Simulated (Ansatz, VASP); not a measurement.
# CsRbF2 in two plane-wave programs

Aim: how closely do two programs agree when they are given the same cell, functional and k mesh? The structure shown is frame 37 of Ansatz's trajectory.

Method: plane waves, with VASP 6.6.1 beside it; single point at PBE, in Ansatz 0.2.0.

## Step 1: Starting point

The cell holds 72 atoms: 18 Rb, 18 Cs and 36 F. Cell: a = 13.192 Å, b = 13.192 Å, c = 13.192 Å, α = 90.0°, β = 90.0°, γ = 90.0°.

## Step 2: Ansatz: dynamics, PBE

Ansatz runs on its default PAW (the set named soft_2) files.

One frame of this run of dynamics is then solved in both programs, so the motion causes no difference.

The input, input.yaml:

```yaml
crystal:
  lattice:
    - [13.1917, 0.0, 0.0]
    - [0.0, 13.1917, 0.0]
    - [0.0, 0.0, 13.1917]
  atoms:
    - { symbol: Rb, position: [0.54573, 0.5501, 0.33364] }
    - { symbol: Rb, position: [0.69745, 0.84782, 0.48644] }
    - { symbol: Rb, position: [0.9745, 0.34223, 0.72994] }
    - { symbol: Rb, position: [0.96651, 0.89669, 0.08735] }
    - { symbol: Rb, position: [0.01081, 0.94652, 0.6954] }
    - { symbol: Rb, position: [0.68606, 0.42791, 0.83301] }
    - { symbol: Rb, position: [0.70025, 0.97843, 0.21194] }
    - { symbol: Rb, position: [0.24449, 0.15827, 0.59142] }
    - { symbol: Rb, position: [0.92969, 0.09039, 0.32318] }
    - { symbol: Rb, position: [0.80908, 0.11773, 0.55927] }
    - { symbol: Rb, position: [0.29076, 0.38084, 0.80634] }
    - { symbol: Rb, position: [0.84018, 0.65663, 0.1561] }
    - { symbol: Rb, position: [0.02293, 0.71128, 0.36765] }
    - { symbol: Rb, position: [0.28524, 0.00982, 0.23755] }
    - { symbol: Rb, position: [0.83671, 0.20864, 0.93901] }
    - { symbol: Rb, position: [0.54068, 0.73294, 0.99833] }
    - { symbol: Rb, position: [0.16874, 0.05231, 0.88995] }
    - { symbol: Rb, position: [0.38305, 0.7367, 0.36568] }
    - { symbol: Cs, position: [0.04451, 0.62368, 0.93745] }
    - { symbol: Cs, position: [0.59661, 0.30088, 0.61652] }
    - { symbol: Cs, position: [0.47259, 0.24504, 0.02662] }
    - { symbol: Cs, position: [0.41936, 0.93877, 0.65938] }
    - { symbol: Cs, position: [0.11181, 0.25623, 0.03741] }
    - { symbol: Cs, position: [0.69796, 0.89509, 0.84339] }
    - { symbol: Cs, position: [0.08493, 0.29039, 0.44054] }
    - { symbol: Cs, position: [0.00534, 0.44501, 0.20165] }
    - { symbol: Cs, position: [0.36329, 0.34182, 0.31157] }
    - { symbol: Cs, position: [0.19117, 0.56135, 0.55681] }
    - { symbol: Cs, position: [0.73188, 0.26921, 0.22314] }
    - { symbol: Cs, position: [0.5294, 0.61948, 0.63006] }
    - { symbol: Cs, position: [0.51201, 0.14352, 0.39056] }
    - { symbol: Cs, position: [0.86289, 0.69174, 0.65982] }
    - { symbol: Cs, position: [0.24028, 0.76615, 0.75582] }
    - { symbol: Cs, position: [0.81594, 0.4701, 0.46057] }
    - { symbol: Cs, position: [0.18914, 0.93794, 0.48717] }
    - { symbol: Cs, position: [0.24609, 0.60889, 0.10466] }
    - { symbol: F, position: [0.20734, 0.3993, 0.19416] }
    - { symbol: F, position: [0.16174, 0.36876, 0.64461] }
    - { symbol: F, position: [0.89862, 0.29187, 0.36644] }
    - { symbol: F, position: [0.01901, 0.06344, 0.4999] }
    - { symbol: F, position: [0.29597, 0.22776, 0.93876] }
    - { symbol: F, position: [0.75612, 0.25176, 0.72395] }
    - { symbol: F, position: [0.68428, 0.68236, 0.79601] }
    - { symbol: F, position: [0.84138, 0.4821, 0.65776] }
    - { symbol: F, position: [0.45486, 0.63514, 0.14563] }
    - { symbol: F, position: [0.75937, 0.48432, 0.22211] }
    - { symbol: F, position: [0.75744, 0.80646, 0.01503] }
    - { symbol: F, position: [0.84055, 0.11012, 0.13584] }
    - { symbol: F, position: [0.04493, 0.5209, 0.41646] }
    - { symbol: F, position: [0.34906, 0.7345, 0.5789] }
    - { symbol: F, position: [0.19232, 0.82715, 0.32452] }
    - { symbol: F, position: [0.49117, 0.11555, 0.60053] }
    - { symbol: F, position: [0.56678, 0.34959, 0.40302] }
    - { symbol: F, position: [0.48577, 0.87621, 0.84377] }
    - { symbol: F, position: [0.03006, 0.63727, 0.14817] }
    - { symbol: F, position: [0.52071, 0.91657, 0.38629] }
    - { symbol: F, position: [0.07912, 0.82754, 0.87738] }
    - { symbol: F, position: [0.65946, 0.3157, 0.00516] }
    - { symbol: F, position: [0.24264, 0.55467, 0.89013] }
    - { symbol: F, position: [0.10684, 0.04009, 0.07816] }
    - { symbol: F, position: [0.22419, 0.98546, 0.69252] }
    - { symbol: F, position: [0.85844, 0.8347, 0.27414] }
    - { symbol: F, position: [0.81055, 0.89677, 0.64537] }
    - { symbol: F, position: [0.39579, 0.53344, 0.44169] }
    - { symbol: F, position: [0.95725, 0.38789, 0.95223] }
    - { symbol: F, position: [0.46982, 0.1341, 0.2027] }
    - { symbol: F, position: [0.50276, 0.43022, 0.763] }
    - { symbol: F, position: [0.68287, 0.6333, 0.49622] }
    - { symbol: F, position: [0.25918, 0.13127, 0.3997] }
    - { symbol: F, position: [0.05196, 0.73717, 0.58282] }
    - { symbol: F, position: [0.72476, 0.09544, 0.38223] }
    - { symbol: F, position: [0.98758, 0.14608, 0.81452] }
kpoints:
  mp_grid: { grid: [1, 1, 1] }
hamiltonian:
  xc: pbe
scf:
  occupations: { method: fixed }
output:
  forces: true
  stress: true
md:
  timestep: 1.0
  n_steps: 111
  ensemble: nvt_langevin
  temperature: 300
  initial_velocities: maxwell_boltzmann
  seed: 2860
```

Started as:

```
ansatz run input.yaml --threads 4 --pin off --max-ram 8192MiB --backend cpu --events-out ev --progress --plain --runs-dir out
```

Numbers of over 12 decimals in the logs are rounded to 6 here.

The program printed:

```text
Warning: md: disabling space-group detection — thermal motion breaks the input geometry's symmetry, so no spatial operation reduces the k-mesh or symmetrises the density; time reversal is kept, so that k and −k are solved as one point where they differ and the mesh holds both, and exact exchange and, on two spinor components, a DFT+U term hold to it where the run has them: on two components no moment then forms, and  [...]
Warning: output.stress: scf.convergence.dr2_threshold = 7.2e-8 eV (the default of an md: trajectory) is looser than the 7.2e-9 eV advised for a printed stress (1e-10 eV for each atom of the cell: 72). What an SCF threshold leaves in a stress goes as its square root, and in the free energy as the threshold itself, and one threshold admits the most on a small cell: [figures from the program's tests cut] Set scf.converg [...]
Engine: ansatz 0.2.0, aarch64-unknown-linux-gnu
Pseudopotentials: kind: paw
Pseudopotential: Rb, paw, valence charge 9, recommended cutoff 420 eV (normal), Rb.paw.azcp
Pseudopotential: Cs, paw, valence charge 9, recommended cutoff 420 eV (normal), Cs.paw.azcp
Pseudopotential: F, paw, valence charge 7, recommended cutoff 420 eV (normal), F.paw.azcp
Functional definition: PBE
  parameter kappa = 0.804
  parameter beta = 0.066725
  exchange = pbe_x(kappa = kappa, mu = beta*pi^2/3)
  correlation = pbe_c(beta = beta)
Crystal: 72 atoms, lattice volume = 2295.632 Å³
Basis set: ecut = 420 eV, 44713 PW (Γ), exchange–correlation on 180×180×180 points (8 copies of the dense FFT grid, shifted against one another)
Bands: 360, of which v1, the nominal top of the filled ones, is band 288 counted from 1 (287 counted from 0)
Symmetry: 1 space group operations
k-points: 1
Non-local potential: Rb, projectors of the file, l = 0: 3, l = 1: 2, l = 2: 2
Non-local potential: Cs, projectors of the file, l = 0: 3, l = 1: 2, l = 2: 2, l = 3: 2
Non-local potential: F, projectors of the file, l = 0: 2, l = 1: 2, l = 2: 1
PAW form: soft (Blöchl's): semilocal exchange-correlation on the pseudo side does not see the compensation charge
PAW one-centre angular grid: Rb, 110 points (default); XC on 64 Gauss nodes
PAW one-centre angular grid: Cs, 194 points (default); XC on 64 Gauss nodes
PAW one-centre angular grid: F, 110 points (default); XC on 64 Gauss nodes
Initial density: superposition of atomic densities (neutral atoms: chi_scale 0, normalization atom), corrected by the library's trained network
Initial wavefunctions: pseudopotential atomic-orbital guess
Functional: x = pbe(κ = 0.804, μ = 0.219515), c = pbe(β = 0.066725)
SCF iter   1: F=—  HF=-190065.795987 eV  |F-HF|=—  |Δ(HF+E_count)|=         —  Δρ=1.20e-3  dr2=5.97e-2  ethr=1.77e-3  ⟨swp⟩=6.0  Hψ=1202  notcnv=0  defer=67
preconditioner: auto → Resta (q_TF=auto, 2.167 Å⁻¹)  ε∞=2.7  [insulator: Δε(μ)=3.436 eV  Ē_g=13.812 eV  n_scr=388 (ndim 8)  ℏωp=17.9 eV  f_vac=0.245  ε∞_Penn≈2.7]
SCF iter   2: F=—  HF=-190065.795674 eV  |F-HF|=—  |Δ(HF+E_count)|=   3.13e-4  Δρ=7.08e-4  dr2=1.64e-2  ethr=1.04e-5  ⟨swp⟩=4.0  Hψ=629  notcnv=0  defer=70
SCF iter   3: F=—  HF=-190065.795018 eV  |F-HF|=—  |Δ(HF+E_count)|=   6.56e-4  Δρ=4.04e-4  dr2=6.18e-3  ethr=2.84e-6  ⟨swp⟩=3.0  Hψ=567  notcnv=0  defer=70
SCF iter   4: F=—  HF=-190065.793963 eV  |F-HF|=—  |Δ(HF+E_count)|=   1.06e-3  Δρ=1.17e-4  dr2=5.45e-4  ethr=1.07e-6  ⟨swp⟩=3.0  Hψ=538  notcnv=0  defer=70
SCF iter   5: F=—  HF=-190065.793884 eV  |F-HF|=—  |Δ(HF+E_count)|=   7.88e-5  Δρ=5.47e-5  dr2=7.18e-5  ethr=9.46e-8  ⟨swp⟩=2.0  Hψ=538  notcnv=0  defer=70
SCF iter   6: F=—  HF=-190065.794027 eV  |F-HF|=—  |Δ(HF+E_count)|=   1.43e-4  Δρ=4.12e-5  dr2=2.74e-5  ethr=1.25e-8  ⟨swp⟩=2.0  Hψ=632  notcnv=0  defer=70
SCF iter   7: F=—  HF=-190065.794022 eV  |F-HF|=—  |Δ(HF+E_count)|=   5.61e-6  Δρ=5.72e-6  dr2=1.32e-6  ethr=4.76e-9  ⟨swp⟩=2.0  Hψ=564  notcnv=0  defer=70
SCF iter   8: F=—  HF=-190065.794022 eV  |F-HF|=—  |Δ(HF+E_count)|=   1.47e-8  Δρ=4.60e-6  dr2=3.88e-7  ethr=2.28e-10  ⟨swp⟩=2.0  Hψ=536  notcnv=0  defer=70
[...]
md step    94: t =    94.00 fs  T =   392.0 K  F+E_penalty+E_count = -190067.57579589 eV  E_kin = 3.648400 eV  P_inst = 0.1935 GPa  (5 SCF iters)
md step    95: t =    95.00 fs  T =   393.3 K  F+E_penalty+E_count = -190067.58165463 eV  E_kin = 3.660648 eV  P_inst = 0.1948 GPa  (5 SCF iters)
md step    96: t =    96.00 fs  T =   388.0 K  F+E_penalty+E_count = -190067.58694423 eV  E_kin = 3.610964 eV  P_inst = 0.1933 GPa  (5 SCF iters)
md step    97: t =    97.00 fs  T =   379.2 K  F+E_penalty+E_count = -190067.59212697 eV  E_kin = 3.529299 eV  P_inst = 0.1905 GPa  (5 SCF iters)
md step    98: t =    98.00 fs  T =   380.5 K  F+E_penalty+E_count = -190067.59803403 eV  E_kin = 3.541544 eV  P_inst = 0.1919 GPa  (5 SCF iters)
md step    99: t =    99.00 fs  T =   382.4 K  F+E_penalty+E_count = -190067.60467753 eV  E_kin = 3.558645 eV  P_inst = 0.1930 GPa  (4 SCF iters)
md step   100: t =   100.00 fs  T =   381.9 K  F+E_penalty+E_count = -190067.61049083 eV  E_kin = 3.554633 eV  P_inst = 0.1933 GPa  (7 SCF iters)
md step   101: t =   101.00 fs  T =   377.5 K  F+E_penalty+E_count = -190067.61443520 eV  E_kin = 3.512875 eV  P_inst = 0.1927 GPa  (5 SCF iters)
md step   102: t =   102.00 fs  T =   363.1 K  F+E_penalty+E_count = -190067.61709079 eV  E_kin = 3.379250 eV  P_inst = 0.1885 GPa  (4 SCF iters)
md step   103: t =   103.00 fs  T =   368.0 K  F+E_penalty+E_count = -190067.61913512 eV  E_kin = 3.424618 eV  P_inst = 0.1927 GPa  (4 SCF iters)
md step   104: t =   104.00 fs  T =   368.2 K  F+E_penalty+E_count = -190067.62092778 eV  E_kin = 3.426670 eV  P_inst = 0.1952 GPa  (5 SCF iters)
md step   105: t =   105.00 fs  T =   359.4 K  F+E_penalty+E_count = -190067.62184228 eV  E_kin = 3.345151 eV  P_inst = 0.1940 GPa  (4 SCF iters)
md step   106: t =   106.00 fs  T =   356.4 K  F+E_penalty+E_count = -190067.62195791 eV  E_kin = 3.317023 eV  P_inst = 0.1953 GPa  (5 SCF iters)
md step   107: t =   107.00 fs  T =   348.0 K  F+E_penalty+E_count = -190067.62253910 eV  E_kin = 3.239101 eV  P_inst = 0.1941 GPa  (5 SCF iters)
md step   108: t =   108.00 fs  T =   357.6 K  F+E_penalty+E_count = -190067.62428941 eV  E_kin = 3.327795 eV  P_inst = 0.2006 GPa  (5 SCF iters)
md step   109: t =   109.00 fs  T =   368.1 K  F+E_penalty+E_count = -190067.62599750 eV  E_kin = 3.426155 eV  P_inst = 0.2077 GPa  (5 SCF iters)
md step   110: t =   110.00 fs  T =   357.6 K  F+E_penalty+E_count = -190067.62765350 eV  E_kin = 3.327751 eV  P_inst = 0.2056 GPa  (7 SCF iters)
[...]
md step   111: t =   111.00 fs  T =   355.5 K  F+E_penalty+E_count = -190067.63056494 eV  E_kin = 3.308778 eV  P_inst = 0.2068 GPa  (7 SCF iters)
SCF converged after 7 iterations
Free energy (F): -190067.630565 eV
Harris-Foulkes:  -190067.630565 eV  (|F-HF|=1.80e-8)
Internal energy: -190067.630565 eV  (E = F + TS)
E sigma→0 (E₀):  -190067.630565 eV
Fermi energy:    1.504033 eV
--- Per-component energies (eV) ---
  E_band       = -3918.618060
  E_kinetic    = 13494.753137
  E_local      = -46043.390571  (includes V_loc(G=0)·N_el)
  E_nonlocal   = 6295.327641
  E_hartree    = 17110.928258
  E_xc         = -8412.259411
  E_vxc        = -8487.374185  (∫ρ·V_xc dr)
  E_paw        = -145530.220914  (= ΣΔE_a)
  E_vpaw       = -3399.862720  (= ΣTr[D̂ρ^β])
  E_aug_tail   = 0.073807  (compensation charges beyond the density's cutoff)
  E_ewald      = -26982.842513
  E_smearing   = -0.000000  (= −TS)
  E_closure    = 0.000000  (closes the sum)
  Σ components = -190067.630565   (vs F -190067.630565, Δ=0.00e0)
--- Forces (eV/Å), atoms counted from 1 ---
  atom   1  Rb    -0.67935528     0.32350255     0.31720997
  atom   2  Rb    -0.07669152    -0.08468877    -0.57046133
  atom   3  Rb     0.03670480    -0.07285018     0.19632830
  atom   4  Rb    -0.07428830     0.11931651     0.06602866
  atom   5  Rb    -0.02354905     0.31905489     0.37382467
  atom   6  Rb     0.02014670    -0.00754265     0.01009161
  atom   7  Rb    -0.25288136    -0.45776789    -0.01782018
  atom   8  Rb     0.30529447    -0.30097896    -0.02962622
  atom   9  Rb     0.12450927    -0.63503029    -0.00984186
  atom  10  Rb     0.00399064     0.34550635    -0.06529716
  atom  11  Rb     0.22665914     0.22436184    -0.08195284
  atom  12  Rb    -0.30316014     0.09796916     0.45257802
  atom  13  Rb     0.11999107    -0.03493517    -0.19302389
  atom  14  Rb     0.27373339     0.19876107     0.23108528
  atom  15  Rb    -0.51619552     0.04124174     0.33117415
  atom  16  Rb    -0.09634185    -0.04090729     0.13207630
  atom  17  Rb     0.19723879    -0.28177768    -0.20357948
  atom  18  Rb     0.12118161     0.17859251    -0.41908566
  atom  19  Cs    -0.08634030    -0.17386050    -0.22777451
  atom  20  Cs    -0.10782589    -0.08971846     0.24885392
  atom  21  Cs     0.04100927    -0.18685866    -0.04977870
  atom  22  Cs     0.34904298     0.69879187     0.19844255
  atom  23  Cs     0.02459849    -0.13523859     0.04060974
  atom  24  Cs    -0.58185179    -0.10557786     1.01383021
[...]
atom  65  F      0.08974584    -0.10825391    -0.02272362
  atom  66  F     -0.09491419     0.10197822    -0.17351769
  atom  67  F      0.20257373     0.01858926     0.03843718
  atom  68  F     -0.03896459    -0.36785020     0.17448995
  atom  69  F      0.14245639     0.05515129     0.10462665
  atom  70  F     -0.48582219    -0.55837671     0.17876153
  atom  71  F      0.34019114     0.53371367     0.13765464
  atom  72  F      0.49669475    -0.16501866    -0.19508119
  max |Σ_I F_I| component: 2.79e-5 eV/Å
--- Stress (GPa, compression-positive) ---
        0.059252      -0.060493      -0.054107
       -0.060493       0.113674       0.035761
       -0.054107       0.035761      -0.014409
  P = ⅓ Tr σ = 0.0528 GPa (0.528 kbar)
--- MD trajectory: 111 steps, t = 0.0 → 111.0 fs ---
  final state: T = 355.5 K   F+E_penalty+E_count = -190067.63056494 eV   E_kin = 3.308778 eV
```

The column dr2 measures how far the density is from self-consistency, as an energy; F and HF (Harris–Foulkes) agree once it is small.

(Continued in part 2 of 2.)

[Lines on the potential files, build, host, timing and source positions are cut from VASP's logs without a mark.]

[Logs are printed without paths, hosts, clocks, repeated set-up lines and the standing remarks that a program may print on its own settings, such as how far it seeks lower states.]

[Hosts, paths, dates, database ids (printed as entryN), source tags and the programs' standing remarks are cut or masked in the printed files.]
